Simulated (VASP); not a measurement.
Here is the system:

```yaml
crystal:
  lattice:
    - [-0.00020, 5.95650, 5.95827]
    - [5.95650, -0.00020, 5.95827]
    - [2.97815, 2.97815, 0.00000]
  atoms:
    - { symbol: Zn, position: [0.99881, 0.99881, 0.00239] }
    - { symbol: Zn, position: [0.99816, 0.50224, 0.99960] }
    - { symbol: Zn, position: [0.50224, 0.99816, 0.99960] }
    - { symbol: Te, position: [0.12495, 0.12495, 0.25010] }
    - { symbol: Te, position: [0.14166, 0.61932, 0.23902] }
    - { symbol: Te, position: [0.61932, 0.14166, 0.23902] }
    - { symbol: Te, position: [0.61474, 0.61474, 0.27052] }
    - { symbol: Be, position: [0.50012, 0.50012, 0.99976] }
```

Level of theory: PBEsol GGA, VASP's PBE PAW potentials (set 64) (plane waves; VASP 6.6.1). Run with 400 eV cut-off, Gaussian smearing of 0.050 eV, potentials Zn Te Be.

Unless said otherwise, spin-orbit coupling is left out, though it shifts the bands of the heavy elements here.

Estimate the band gap (along the path) with the smallest direct gap where there is one.

```yaml
band gap (along the path): 1.63 eV
smallest direct gap (along the path): 1.67 eV
```

Only differences to runs with the same potentials and settings are physical.

The structure was generated: BeZn3Te4 was put into an ordered model structure (Amm2), which need not be its known phase. It was relaxed first.
